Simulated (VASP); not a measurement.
Method: PBEsol GGA, VASP's PBE PAW potentials (set 64) (plane waves; VASP).

VASP ran on this input.

### INCAR
```
LMAXMIX  =  4   # l cut-off of mixed one-centre charges
LREAL  =  F
LORBIT  =  11
LASPH  =  T   # aspherical one-centre terms
ENCUT  =  520   # plane-wave cut-off (eV)
GGA  =  PS
LWAVE  =  F
ALGO  =  Normal   # blocked Davidson
LCHARG  =  T
EDIFF  =  1E-7   # SCF stop (eV)
NELM  =  100   # most electronic steps
PREC  =  Accurate
ISMEAR  =  -5
ISIF  =  2   # forces and stress, cell fixed
NEDOS  =  601   # DOS grid
SYSTEM  =  Ru
```

**POSCAR**
```
Ru
1.0
  1.3459908724  -2.3313247300   0.0000000000
  1.3459908724   2.3313247300   0.0000000000
  0.0000000000   0.0000000000   4.2453913865
Ru
2
Cartesian
  1.3459908724   0.7771097975   1.0613478466
  1.3459908724  -0.7771097975   3.1840435399
```

**KPOINTS**
```
Automatic mesh
0
Gamma
17 17 10
0 0 0
```

POTCAR, in this order: Ru_pv (PBE.64 set). Program: vasp_std.

What VASP printed:

### OSZICAR
```
       N       E                     dE             d eps       ncg     rms          rms(c)
DAV:   1     0.283658009116E+03    0.28366E+03   -0.18025E+04  7144   0.174E+03
DAV:   2    -0.149594488363E+02   -0.29862E+03   -0.29313E+03  7524   0.496E+02
DAV:   3    -0.218554242946E+02   -0.68960E+01   -0.67163E+01  7526   0.802E+01
DAV:   4    -0.219328711108E+02   -0.77447E-01   -0.76932E-01  8586   0.721E+00
DAV:   5    -0.219340166409E+02   -0.11455E-02   -0.11455E-02  7708   0.834E-01    0.202E+01
DAV:   6    -0.204575755120E+02    0.14764E+01   -0.39296E+00  7200   0.207E+01    0.509E+00
DAV:   7    -0.203511189630E+02    0.10646E+00   -0.32073E-01  7334   0.533E+00    0.106E+00
DAV:   8    -0.203404433469E+02    0.10676E-01   -0.68718E-03  7374   0.100E+00    0.274E-01
DAV:   9    -0.203399124089E+02    0.53094E-03   -0.96897E-04  8880   0.357E-01    0.411E-02
DAV:  10    -0.203399308557E+02   -0.18447E-04   -0.27671E-05  7984   0.513E-02    0.964E-03
DAV:  11    -0.203399343895E+02   -0.35338E-05   -0.22603E-06  8096   0.143E-02    0.285E-03
DAV:  12    -0.203399337295E+02    0.65997E-06   -0.91430E-08  4510   0.231E-03    0.684E-04
DAV:  13    -0.203399336115E+02    0.11802E-06   -0.23592E-08  3692   0.145E-03    0.516E-04
DAV:  14    -0.203399335616E+02    0.49894E-07   -0.55996E-09  3640   0.581E-04
   1 F= -.20339934E+02 E0= -.20339934E+02  d E =0.000000E+00
```

### OUTCAR
```
------------------------ aborting loop because EDIFF is reached ----------------------------------------
  FORCE on cell =-STRESS in cart. coord.  units (eV):
  Direction    XX          YY          ZZ          XY          YZ          ZX
  --------------------------------------------------------------------------------------
  Total       -0.0335688     -0.0335688      0.0222172      0.0000000     -0.0000000      0.0000000
  in kB       -2.0186176     -2.0186179      1.3360006      0.0000000     -0.0000000      0.0000000
  external PRESSURE =      -0.9004116 kB  Pullay stress =       0.0000000 kB
  volume of cell :       26.64
      direct lattice vectors                 reciprocal lattice vectors
     1.345990872 -2.331324730  0.000000000     0.371473544 -0.214470337  0.000000000
     1.345990872  2.331324730  0.000000000     0.371473544  0.214470337  0.000000000
     0.000000000  0.000000000  4.245391386     0.000000000  0.000000000  0.235549543
 POSITION                                       TOTAL-FORCE (eV/Angst)
 -----------------------------------------------------------------------------------
      1.34599      0.77711      1.06135         0.000000     -0.000000      0.000000
      1.34599     -0.77711      3.18404        -0.000000      0.000000      0.000000
 -----------------------------------------------------------------------------------
    total drift:                               -0.000012      0.000498     -0.000046
  FREE ENERGIE OF THE ION-ELECTRON SYSTEM (eV)
  ---------------------------------------------------
  free  energy   TOTEN  =       -20.3399335616 eV

  energy  without entropy=      -20.3399335616  energy(sigma->0) =      -20.33993356

 total charge

# of ion       s       p       d       tot
------------------------------------------
    1        0.412   6.331   5.960  12.703
    2        0.412   6.331   5.960  12.703
--------------------------------------------------
tot          0.823  12.662  11.921  25.406
```
(Selected blocks of OUTCAR.)

For a metal the tetrahedron method with Blöchl corrections gives inexact stress and forces.

The compound is Ru in the hcp structure. It was relaxed first.
